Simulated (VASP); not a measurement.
TiO2 (anatase): the lattice constant a from VASP (plane waves, PAW) at several levels of theory. Static lattice.  The measured value holds thermal and zero-point effects that the static calculation lacks.

| level | lattice constant a (Å) | error against measurement |
|---|---|---|
| RPBE | 3.826 | +1.1 % |
| AM05 | 3.775 | -0.3 % |
| PBE-D3(BJ) | 3.795 | +0.3 % |
| PBE-D4 | 3.788 | +0.1 % |

Measured: 3.784 Å (as given by Horn, Schwerdtfeger, Meagher, Refinement of the structure of anatase at several temperatures, Z. Kristallogr. 136, …).

The cell of the RPBE run:

```yaml
crystal:
  lattice:
    - [-1.91324, 1.91324, 4.91587]
    - [1.91324, -1.91324, 4.91587]
    - [1.91324, 1.91324, -4.91587]
  atoms:
    - { symbol: Ti, position: [0.75000, 0.25000, 0.50000] }
    - { symbol: Ti, position: [0.00000, 0.00000, 0.00000] }
    - { symbol: O, position: [0.54438, 0.04438, 0.50000] }
    - { symbol: O, position: [0.79438, 0.79438, 0.00000] }
    - { symbol: O, position: [0.20562, 0.20562, 0.00000] }
    - { symbol: O, position: [0.95562, 0.45562, 0.50000] }
```

Only levels that ran to the end are used. Left out are those held back, those with too coarse a band path, GW runs whose mesh misses a band edge, hybrids' fits of cells that aren't cubic and levels without matching references; a question may draw on a part of the rest.

The compound is TiO2 in the anatase structure, one of several forms; rutile is the usual stable one.
